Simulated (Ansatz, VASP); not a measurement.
**TaO2 (1T-TaO2 monolayer): VASP beside Ansatz**

Aim: how closely do two programs agree when they are given the same cell, functional and k mesh? The structure shown is the start of the Ansatz relaxation below; VASP solves that cell, so the two are compared at the walk's first step.

Calculated with Ansatz 0.2.0; plane waves, with VASP 6.6.1 beside it; single point at PBE with D3(BJ).

## 1. Starting point

The cell holds 3 atoms: 2 O and 1 Ta. Cell: a = 3.184 Å, b = 3.184 Å, c = 35.953 Å, α = 90.0°, β = 90.0°, γ = 120.0°. Vacuum lies along c.

## 2. Ansatz: relaxation, PBE with D3(BJ)

Ansatz runs on its default PAW (the set named soft_2) files.

The two programs are compared at the cell with which this relaxation starts, whose forces are those of its first step.

Contents of input.yaml:

```yaml
crystal:
  lattice:
    - [3.18449, 0.0, 0.0]
    - [-1.592245, 2.7578492381, 0.0]
    - [0.0, 0.0, 35.9525696572]
  atoms:
    - { symbol: O, position: [0.6666666667, 0.3333333333, 0.4658915944] }
    - { symbol: Ta, position: [0.0, 0.0, 0.5], spin: 1.0 }
    - { symbol: O, position: [0.3333333333, 0.6666666667, 0.5341084056] }
  periodic: [true, true, false]
magnetization:
  spin_polarized: true
kpoints:
  mp_grid: { grid: [12, 12, 1] }
hamiltonian:
  xc: pbe
  dispersion: d3bj
scf:
  occupations: { method: fermi_dirac, width: 0.05 }
  convergence: { dr2_threshold: 1.0e-09 }
relax:
  f_tol: 0.004
  max_steps: 90
  cell: {}
output:
  write_potential: true
  write_density: true
  volumetric_format: npy
```

Run with:

```
ansatz run input.yaml --threads 2 --pin off --max-ram 3072MiB --backend cpu --events-out ev --progress --plain --runs-dir out
```

Numbers of over 12 decimals in the logs are rounded to 6 here.

The log of the run:

```text
Warning: relax.cell: scf.convergence.dr2_threshold = 1e-9 eV is looser than the 1.93465395373e-10 eV advised for a relaxation that steers and ends on the stress (1e-10 eV for each atom of the cell: 3, times the square of relax.cell.stress_2d_tol = 0.05 N/m over 12.5 Å (the atoms' height at the walk's start and 5 Å past either face), 4.015e-2 GPa, over a crystal's default 0.05). What an SCF threshold leaves in a stress goes as its square root, and in the free energy as the threshold itself, and one threshold admits the most on a small cell: [figures from the program's tests cut] Set scf.convergence.dr2_threshold to 1.93465395373e-10 eV or tighter. [rest of the remark cut]
Engine: ansatz 0.2.0, aarch64-unknown-linux-gnu
Pseudopotentials: kind: paw
Pseudopotential: O, paw, valence charge 6, recommended cutoff 420 eV (normal), O.paw.azcp
Pseudopotential: Ta, paw, valence charge 13, recommended cutoff 420 eV (normal), Ta.paw.azcp
Functional definition: PBE
  parameter kappa = 0.804
  parameter beta = 0.066725
  exchange = pbe_x(kappa = kappa, mu = beta*pi^2/3)
  correlation = pbe_c(beta = beta)
Crystal: 3 atoms, lattice volume = 315.748 Å³
Basis set: ecut = 420 eV, 6229 PW (Γ), exchange–correlation on 48×48×486 points (8 copies of the dense FFT grid, shifted against one another)
Bands: 17, of which v1, the nominal top of the filled ones, is band 13 counted from 1 (12 counted from 0)
Symmetry: 12 space group operations
Space group: P-3m1 (ITA 164), of the structure as read, at distance tolerance 6.8e-5 Å
Magnetic group: BNS 164.85 (UNI 1315), of the structure as read, at distance tolerance 6.8e-5 Å
k-points: 19 of 144
Non-local potential: O, projectors of the file, l = 0: 2, l = 1: 2, l = 2: 1
Non-local potential: Ta, projectors of the file, l = 0: 3, l = 1: 2, l = 2: 2, l = 3: 1
PAW form: soft (Blöchl's): semilocal exchange-correlation on the pseudo side does not see the compensation charge
PAW one-centre angular grid: O, 110 points (default); XC on 64 Gauss nodes
PAW one-centre angular grid: Ta, 590 points (default); XC on 64 Gauss nodes
Initial density: superposition of atomic densities (neutral atoms: chi_scale 0, normalization atom)
Starting moments: Σ|m| = 1 μB on 1 of 3 sites
Initial wavefunctions: pseudopotential atomic-orbital guess
Functional: x = pbe(κ = 0.804, μ = 0.219515), c = pbe(β = 0.066725)
SCF iter   1: F=—  HF=-11071.411606 eV  |F-HF|=—  |Δ(HF+E_count)|=         —  Δρ=2.95e-2 (↑2.95e-2 ↓2.77e-2)  dr2=1.30e1  dr2_m=3.77e-2  M=0.574 μB ∫|m|=0.599 μB  β_m=0.30  ethr=3.10e-3  ⟨swp⟩=11.8  Hψ=5133  notcnv=0
Mixer restart at iter 1: flushing history
preconditioner: auto → LDOS  [metal: Δε(μ)=0.030 eV  Ē_g=8.779 eV  σ=0.050 eV  W_gap=0.15  n_scr=20 (ndim 8)  ℏωp=7.5 eV  f_vac=0.834  D(μ)=1.18/eV (n_scr^D=8)]
spin=Collinear: LDOS preconditioning applied to the charge; magnetization (m = ρ↑ − ρ↓) channel mixes plain (no charge-response kernel on spin).
SCF iter   2: F=—  HF=-11069.421846 eV  |F-HF|=—  |Δ(HF+E_count)|=    1.99e0  Δρ=1.58e-2 (↑1.58e-2 ↓1.42e-2)  dr2=3.96e0  dr2_m=1.87e-2  M=0.549 μB ∫|m|=0.574 μB  β_m=0.47  ethr=3.10e-3  ⟨swp⟩=4.1  Hψ=1889  notcnv=0  defer=1
SCF iter   3: F=—  HF=-11068.722096 eV  |F-HF|=—  |Δ(HF+E_count)|=   7.00e-1  Δρ=3.96e-3 (↑3.96e-3 ↓3.83e-3)  dr2=7.09e-2  dr2_m=3.21e-3  M=0.476 μB ∫|m|=0.501 μB  β_m=0.60  ethr=3.10e-3  ⟨swp⟩=4.6  Hψ=1886  notcnv=0  defer=3
SCF iter   4: F=—  HF=-11068.753105 eV  |F-HF|=—  |Δ(HF+E_count)|=         —  Δρ=2.16e-3 (↑2.16e-3 ↓1.44e-3)  dr2=9.09e-3  dr2_m=7.61e-3  M=0.304 μB ∫|m|=0.314 μB  β_m=0.60  ethr=2.84e-4  ⟨swp⟩=4.2  Hψ=1816  notcnv=0
SCF iter   5: F=—  HF=-11068.755810 eV  |F-HF|=—  |Δ(HF+E_count)|=   2.71e-3  Δρ=1.08e-3 (↑1.08e-3 ↓9.88e-4)  dr2=2.32e-4  dr2_m=2.99e-3  M=0.251 μB ∫|m|=0.257 μB  β_m=0.80  ethr=3.64e-5  ⟨swp⟩=3.4  Hψ=1479  notcnv=0
SCF iter   6: F=—  HF=-11068.758335 eV  |F-HF|=—  |Δ(HF+E_count)|=   2.52e-3  Δρ=4.11e-4 (↑3.37e-4 ↓4.11e-4)  dr2=1.74e-4  dr2_m=3.80e-4  M=0.148 μB ∫|m|=0.149 μB  β_m=0.88  ethr=9.30e-7  ⟨swp⟩=4.4  Hψ=1919  notcnv=0
SCF iter   7: F=—  HF=-11068.758940 eV  |F-HF|=—  |Δ(HF+E_count)|=   6.05e-4  Δρ=2.05e-4 (↑1.89e-4 ↓2.05e-4)  dr2=1.12e-5  dr2_m=1.09e-4  M=0.083 μB ∫|m|=0.084 μB  β_m=0.94  ethr=6.96e-7  ⟨swp⟩=3.2  Hψ=1373  notcnv=0
[...]
the starting moments were not kept: the SCF closed with an absolute magnetisation of 6.2e-6 μB, where they sum to 1 μB in size (1 site). That is at most 0.1 of that sum. Measured as dr2_m measures the in/out step, that magnetisation stands 7.1e-12 eV from none, at or under the dr2_threshold of 1.0e-9 eV: it is no larger than a step whose dr2_m would equal this threshold.
SCF 9 converged in 9 iterations: F = -11069.497338 eV  dr2 = 2.35e-10
relax step   9: F+E_penalty+E_count = -11069.49733780 eV  Δ(F+E_penalty+E_count) = -5.603e-4 eV  max|allowed force component| = 1.459e-3 eV/Å  Δτ_max = 0.0020 Å  P = -0.017 N/m  Ω = 286.331 Å³  energy of the carried Pulay correction = +3.913e-4 eV  fix = [c, alpha, beta]  reactions: c -0.000 N/m  (9 SCF iters, accepted)
iter 1 solved again at ethr=1.91e-7 eV; its pass at ethr=3.10e-3 eV (dr2=4.79e-5 eV) is discarded
SCF iter   1: F=—  HF=-11069.496886 eV  |F-HF|=—  |Δ(HF+E_count)|=         —  Δρ=3.60e-6 (↑3.60e-6 ↓3.59e-6)  dr2=2.28e-8  dr2_m=2.35e-12  M=-0.000 μB ∫|m|=0.000 μB  β_m=0.65  ethr=1.91e-7  ⟨swp⟩=6.8  Hψ=9190  notcnv=0
eigensolver tolerance schedule: the retry pair's looser diagonalisation over-reported the residual by 2100.69 of it (diagonalisation noise at 0.15 of the residual, at the tolerance the schedule requests for it); recorded, not acted on — ethr = c·dr2/N_el stays at c = 1.0e-1
preconditioner: auto → LDOS  [metal: Δε(μ)=0.079 eV  Ē_g=12.098 eV  σ=0.050 eV  W_gap=0.37  n_scr=18 (ndim 8)  ℏωp=9.0 eV  f_vac=0.850  D(μ)=2.48/eV (n_scr^D=14)]
spin=Collinear: LDOS preconditioning applied to the charge; magnetization (m = ρ↑ − ρ↓) channel mixes plain (no charge-response kernel on spin).
SCF iter   2: F=—  HF=-11069.497019 eV  |F-HF|=—  |Δ(HF+E_count)|=   1.33e-4  Δρ=1.21e-6 (↑1.21e-6 ↓1.21e-6)  dr2=4.04e-9  dr2_m=8.70e-13  M=-0.000 μB ∫|m|=0.000 μB  β_m=0.54  ethr=9.11e-11  ⟨swp⟩=5.4  Hψ=2126  notcnv=0
SCF iter   3: F=—  HF=-11069.497019 eV  |F-HF|=—  |Δ(HF+E_count)|=   1.42e-8  Δρ=5.51e-7 (↑5.48e-7 ↓5.51e-7)  dr2=6.32e-10  dr2_m=4.56e-13  M=-0.000 μB ∫|m|=0.000 μB  β_m=0.71  ethr=1.62e-11  ⟨swp⟩=3.3  Hψ=1180  notcnv=0
SCF iter   4: F=-11069.497019 eV  HF=-11069.497019 eV  |F-HF|=2.76e-10  |Δ(HF+E_count)|=   1.51e-9  Δρ=7.83e-8 (↑7.56e-8 ↓7.83e-8)  dr2=2.90e-11  dr2_m=7.11e-14  M=-0.000 μB ∫|m|=0.000 μB  ethr=2.53e-12  ⟨swp⟩=14.3  Hψ=6132  notcnv=0
the starting moments were not kept: the SCF closed with an absolute magnetisation of 3.4e-6 μB, where they sum to 1 μB in size (1 site). That is at most 0.1 of that sum. Measured as dr2_m measures the in/out step, that magnetisation stands 2.2e-12 eV from none, at or under the dr2_threshold of 1.0e-9 eV: it is no larger than a step whose dr2_m would equal this threshold.
SCF 10 converged in 4 iterations: F = -11069.497019 eV  dr2 = 2.90e-11
relax step  10: F+E_penalty+E_count = -11069.49701897 eV  Δ(F+E_penalty+E_count) = +3.188e-4 eV  max|allowed force component| = 1.419e-3 eV/Å  Δτ_max = 0.0000 Å  P = -0.024 N/m  Ω = 286.331 Å³  fix = [c, alpha, beta]  reactions: c -0.000 N/m  stress off target by 2.42e-2 N/m on what of the cell is left free  SCF on the basis re-selected at this cell (its energy is not comparable with the rows above)  (4 SCF iters)
basis re-selected at this cell: Δ(F+E_penalty+E_count) = +3.188e-4 eV, ΔP = -0.007 N/m vs the last step (what re-selecting the basis moved, of the pressure what is left beyond the Pulay correction that the steps carried, after the strain that the cell walked since its last selection, with what the two solves' SCF thresholds leave and, on support functions, any second-order correction that the steps lacked; it is no m [...]
WARN: The output density's exchange-correlation potential varies sharply where the density is thin. Do not read a vacuum level from v_tot or v_xc, or from such a field of the output density. On a cell that repeats whose density bears no net charge and no dipole along the vacuum's axis use v_es (v_loc + v_h of the components); under efield.dipole_correction with no amplitude use v_es + v_field, which holds any externa [...]
SCF converged after 4 iterations
Magnetization: -0.0000 μB (12.5000 up, 12.5000 down)
Absolute magnetization: 0.0000 μB (∫|ρ↑−ρ↓|, with the PAW one-centre terms)
Spin contamination: 0.0000 ħ² per cell (⟨S²⟩ above its minimum at these occupations)
Per-site moments (μB) at R_I (Å): [(-2.0752567475988084e-7, 0.858156), (-1.3198931802710443e-6, 0.858156), (-2.075256747330541e-7, 0.858156)]
Free energy (F): -11069.497019 eV
Harris-Foulkes:  -11069.497019 eV  (|F-HF|=2.76e-10)
Internal energy: -11069.477437 eV  (E = F + TS)
E sigma→0 (E₀):  -11069.487228 eV
Entropy (-TS):   -0.019582 eV (-6.527 meV/atom)
Fermi energy:    -5.079499 eV
--- Per-component energies (eV) ---
  E_band       = -638.810154
  E_kinetic    = 715.222476
  E_local      = -57649.401149  (includes V_loc(G=0)·N_el)
  E_nonlocal   = 109.819054
  E_hartree    = 28380.539698
  E_xc         = -365.498294
  E_vxc        = -391.585936  (∫ρ·V_xc dr)
  E_paw        = -8712.437765  (= ΣΔE_a)
  E_vpaw       = -183.948901  (= ΣTr[D̂ρ^β])
  E_aug_tail   = 0.005108  (compensation charges beyond the density's cutoff)
  E_ewald      = 26452.681467
  E_disp       = -0.408031  (pairwise vdW)
  E_smearing   = -0.019582  (= −TS)
  E_closure    = 0.000000  (closes the sum)
  Σ components = -11069.497019   (vs F -11069.497019, Δ=0.00e0)
--- Forces (eV/Å), atoms counted from 1 ---
  atom   1  O      0.00000000     0.00000000    -0.00141920
  atom   2  Ta     0.00000000     0.00000000     0.00000000
  atom   3  O      0.00000000    -0.00000000     0.00141920
  max |Σ_I F_I| component: 9.25e-18 eV/Å
--- 2D stress c σ (N/m, compression-positive) ---
       -0.024209       0.000000       0.000000
        0.000000      -0.024209       0.000000
        0.000000       0.000000      -0.000000
  P = ½ c Tr σ = -0.0242 N/m
--- Band table (eV; the first three rows and the last of 38) ---
  k-point 0 ↑: bands = [... 9 lower, -9.6559, -9.1462, -9.1462, -4.9210, -4.9210, -3.4421, -2.3110, -0.4617]
  k-point 1 ↑: bands = [... 9 lower, -9.5720, -9.4650, -9.2806, -4.9645, -4.7218, -3.4232, -2.0066, -0.6412]
  k-point 2 ↑: bands = [... 9 lower, -10.4047, -9.5695, -9.2192, -5.1187, -4.2275, -3.3649, -1.3865, -0.7399]
  k-point 18 ↓: bands = [... 9 lower, -10.5174, -10.5174, -9.8821, -4.1057, -3.6071, -3.6071, 0.6722, 0.6722]
  the weakly bound empty levels are not read free of the cell's end (no_gap_told)
--- Relaxed structure (8 steps of the walk, 7 accepted, 2 SCFs on fresh bases) ---
  F+E_penalty+E_count = -11069.49701897 eV   max|allowed force component| = 1.419e-3 eV/Å   (the final SCF, on the basis selected at the relaxed cell)
  cell:  # Å, volume = 286.3307 Å³
    - [3.032520, 0.0, 0]
    - [-1.516260, 2.626239, 0]
    - [0, 0, 35.9525696572]
  atoms:
    - { symbol: O, position: [0.666667, 0.333333, 0.468746] }
    - { symbol: Ta, position: [0, 0, 0.5] }
    - { symbol: O, position: [0.333333, 0.666667, 0.531254] }
```

(Part 1 of 2 ends here.)

[Lines on the potential files, build, host, timing and source positions are cut from VASP's logs without a mark.]

[Logs are printed without paths, hosts, clocks, repeated set-up lines and the standing remarks that a program may print on its own settings, such as how far it seeks lower states.]

[Hosts, paths, dates, database ids (printed as entryN), source tags and the programs' standing remarks are cut or masked in the printed files.]
